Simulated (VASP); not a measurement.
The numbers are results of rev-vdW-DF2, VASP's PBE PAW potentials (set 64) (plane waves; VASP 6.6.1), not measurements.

VASP input:

POSCAR:
```
Ni3Si
6.8348310
  0.4999999913   0.0000000000   0.0000000000
  0.0000000000   0.4999999913   0.0000000000
  0.0000000000   0.0000000000   0.4999999913
Si Ni
1 3
Cartesian
  0.0000000000   0.0000000000   0.0000000000
  0.0000000000   0.2499999956   0.2499999956
  0.2499999956   0.0000000000   0.2499999956
  0.2499999956   0.2499999956   0.0000000000
```

INCAR:
```
PARAM2=0.7114
ENCUT=520
LUSE_VDW=.TRUE.
ZAB_VDW=-1.8867
GGA=MK
AGGAC=0.0
PARAM1=0.1234568
ISMEAR=1   ! Methfessel-Paxton
ISIF=2
LMAXMIX=4   ! l cut-off of mixed one-centre charges
LWAVE=.FALSE.
SYSTEM=Ni3Si
SIGMA=0.1
EDIFF=1E-7
ALGO=Normal
PREC=Accurate
LCHARG=.FALSE.
LREAL=.FALSE.
LASPH=.TRUE.
NELM=100
```

**KPOINTS**
```
Automatic mesh
0
Gamma
9 9 9
0 0 0
```

POTCAR, in this order: Si Ni (PBE.64 set). Program: vasp_std.

What VASP printed:

File OUTCAR:
```
 ion  position               nearest neighbor table
   1  0.000  0.000  0.000-   2 2.42   3 2.42   4 2.42   2 2.42   3 2.42   2 2.42   4 2.42   2 2.42
                             3 2.42   4 2.42   3 2.42   4 2.42
   2  0.000  0.500  0.500-   1 2.42   3 2.42   4 2.42   1 2.42   4 2.42   1 2.42   3 2.42   1 2.42
                             3 2.42   4 2.42   4 2.42   3 2.42
   3  0.500  0.000  0.500-   1 2.42   2 2.42   4 2.42   1 2.42   4 2.42   2 2.42   4 2.42   4 2.42
                             1 2.42   2 2.42   1 2.42   2 2.42
   4  0.500  0.500  0.000-   1 2.42   2 2.42   3 2.42   2 2.42   3 2.42   1 2.42   3 2.42   3 2.42
                             1 2.42   2 2.42   2 2.42   1 2.42
  LATTYP: Found a simple cubic cell.
 ALAT       =     3.4174154403
 Subroutine PRICEL returns:
 Original cell was already a primitive cell.
 Subroutine GETGRP returns: Found 48 space group operations
The static configuration has the point symmetry O_h .
The dynamic configuration has the point symmetry O_h .
 Subroutine INISYM returns: Found 48 space group operations
 Subroutine IBZKPT returns following result:
 Found     35 irreducible k-points:

 Following reciprocal coordinates:
            Coordinates               Weight
  0.000000  0.000000  0.000000      1.000000
  0.111111  0.000000  0.000000      6.000000
  0.222222  0.000000  0.000000      6.000000
  0.333333  0.000000  0.000000      6.000000
  0.444444  0.000000  0.000000      6.000000
  0.111111  0.111111  0.000000     12.000000
  0.222222  0.111111  0.000000     24.000000
  0.333333  0.111111  0.000000     24.000000
  0.444444  0.111111  0.000000     24.000000
  0.222222  0.222222  0.000000     12.000000
  0.333333  0.222222  0.000000     24.000000
  0.444444  0.222222  0.000000     24.000000
  0.333333  0.333333  0.000000     12.000000
  0.444444  0.333333  0.000000     24.000000
  0.444444  0.444444  0.000000     12.000000
  0.111111  0.111111  0.111111      8.000000
  0.222222  0.111111  0.111111     24.000000
  0.333333  0.111111  0.111111     24.000000
...
```

File OSZICAR:
```
       N       E                     dE             d eps       ncg     rms          rms(c)
DAV:   1     0.213153926081E+03    0.21315E+03   -0.15837E+04  1470   0.220E+03
DAV:   2    -0.799755076022E+01   -0.22115E+03   -0.21348E+03  1470   0.382E+02
DAV:   3    -0.190163818718E+02   -0.11019E+02   -0.10679E+02  1570   0.114E+02
DAV:   4    -0.192493324866E+02   -0.23295E+00   -0.23218E+00  1721   0.147E+01
DAV:   5    -0.192576057895E+02   -0.82733E-02   -0.82722E-02  1753   0.267E+00    0.209E+01
DAV:   6    -0.184967726372E+02    0.76083E+00   -0.49367E+01  1684   0.118E+02    0.149E+01
DAV:   7    -0.156952914839E+02    0.28015E+01   -0.14243E+01  1623   0.643E+01    0.473E+00
DAV:   8    -0.156219784176E+02    0.73313E-01   -0.57371E-01  1618   0.676E+00    0.147E+00
DAV:   9    -0.156057069729E+02    0.16271E-01   -0.29668E-02  2022   0.250E+00    0.529E-01
DAV:  10    -0.156035666448E+02    0.21403E-02   -0.34739E-03  1953   0.477E-01    0.191E-01
DAV:  11    -0.156033271404E+02    0.23950E-03   -0.56952E-04  2236   0.298E-01    0.588E-02
DAV:  12    -0.156033121356E+02    0.15005E-04   -0.90664E-05  1684   0.122E-01    0.142E-02
DAV:  13    -0.156033116801E+02    0.45549E-06   -0.67828E-06  1743   0.193E-02    0.772E-03
DAV:  14    -0.156033112943E+02    0.38585E-06   -0.35783E-07  1471   0.621E-03    0.310E-03
DAV:  15    -0.156033112422E+02    0.52038E-07   -0.13391E-07   900   0.534E-03
   1 F= -.15603311E+02 E0= -.15603452E+02  d E =0.421519E-03
```

**OUTCAR**
```
------------------------ aborting loop because EDIFF is reached ----------------------------------------
  FORCE on cell =-STRESS in cart. coord.  units (eV):
  Direction    XX          YY          ZZ          XY          YZ          ZX
  --------------------------------------------------------------------------------------
  Total        3.9205037      3.9205037      3.9205037     -0.0000000      0.0000000     -0.0000000
  in kB      157.3834721    157.3834721    157.3834721     -0.0000000      0.0000000     -0.0000000
  external PRESSURE =     157.3834721 kB  Pullay stress =       0.0000000 kB
  volume of cell :       39.91
      direct lattice vectors                 reciprocal lattice vectors
     3.417415440  0.000000000  0.000000000     0.292618798  0.000000000  0.000000000
     0.000000000  3.417415440  0.000000000     0.000000000  0.292618798  0.000000000
     0.000000000  0.000000000  3.417415440     0.000000000  0.000000000  0.292618798
 POSITION                                       TOTAL-FORCE (eV/Angst)
 -----------------------------------------------------------------------------------
      0.00000      0.00000      0.00000         0.000000      0.000000      0.000000
      0.00000      1.70871      1.70871         0.000000      0.000000      0.000000
      1.70871      0.00000      1.70871         0.000000      0.000000      0.000000
      1.70871      1.70871      0.00000         0.000000      0.000000      0.000000
 -----------------------------------------------------------------------------------
    total drift:                                0.000000      0.000000      0.000000
  FREE ENERGIE OF THE ION-ELECTRON SYSTEM (eV)
  ---------------------------------------------------
  free  energy   TOTEN  =       -15.6033112422 eV

  energy  without entropy=      -15.6037327617  energy(sigma->0) =      -15.60345175
```
(Selected blocks of OUTCAR.)

The compound is Ni3Si in the L1_2 structure. This cell is one point of a volume scan, at 0.94 of the reference volume. The run is not spin-polarised, so no magnetic state was tried.
